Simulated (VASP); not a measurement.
Crystal: Re.

```xyz
2
Lattice="2.7610 0.0000 0.0000 -1.3805 2.3911 0.0000 0.0000 0.0000 4.4560" Properties=species:S:1:pos:R:3 pbc="T T T"
Re    0.0000    1.5941    1.1140
Re    1.3805    0.7970    3.3420
```

| Quantity | Value |
| --- | --- |
| Program | VASP 6.6.1 |
| Task | relaxation of cell and atoms |
| Functional | PBE |
| Potentials or basis | VASP PAW PBE potentials, release 64 (Re) |
| Cutoff | 600 eV |
| k mesh | 18 × 18 × 10 |
| Occupations | gaussian, width 0.1 eV |
| Spin | no spin polarisation |

At the start: pressure 5.9 GPa; volume 14.71 Å³/atom.

Task: Where does the relaxation end?

Result: Over 9 steps the energy falls by 4.0 meV/atom and the volume is 14.93 Å³/atom (+1.5 %); space group P6_3/mmc (No. 194, to 0.05 Å).

Step by step:
```
step  energy change (eV)  largest force (eV/Å)  pressure (GPa)  volume (Å³)
   1              0.0000                0.0000            5.85        29.42
   2              0.1176                0.0000          -19.97        31.76
   3             -0.0080                0.0000           -0.15        29.88
   4             -0.0081                0.0000           -0.01        29.87
   5             -0.0081                0.0000            0.11        29.86
   6             -0.0081                0.0000            0.11        29.86
   7             -0.0081                0.0000            0.11        29.86
   8             -0.0080                0.0000           -0.32        29.89
   9             -0.0081                0.0000            0.02        29.87
```

Final structure:
```
CELL_PARAMETERS angstrom
2.77405 0.00000 0.00000
-1.38702 2.40239 0.00000
0.00000 0.00000 4.48135
ATOMIC_POSITIONS crystal
Re 0.33333 0.66667 0.25000
Re 0.66667 0.33333 0.75000
```
